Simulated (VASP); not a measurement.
Input:

```
Li2S
1.0
    0.00000     2.76953     2.76953
    2.76953     0.00000     2.76953
    2.76953     2.76953     0.00000
Li S
2 1
Cartesian
  1.38477   1.38477   1.38477
  4.15430   4.15430   4.15430
  0.00000   0.00000   0.00000
```

The numbers are results of PBE GGA with D3 dispersion (zero damping), VASP's PBE PAW potentials (set 64) (plane waves; VASP), not measurements. Run with 520 eV cut-off, 7×7×7 Γ-centred mesh, Gaussian smearing of 0.050 eV, potentials Li_sv S.

**Question.** Give the stress tensor in GPa (positive for a compressed cell).

**Answer.** 
```
1.54  0.00  0.00
0.00  1.54  0.00
0.00  0.00  1.54
```
The pressure is its mean diagonal, 1.54 GPa.

The compound is Li2S in the antifluorite structure. This cell is one point of a volume scan, at 0.97 of the reference volume.
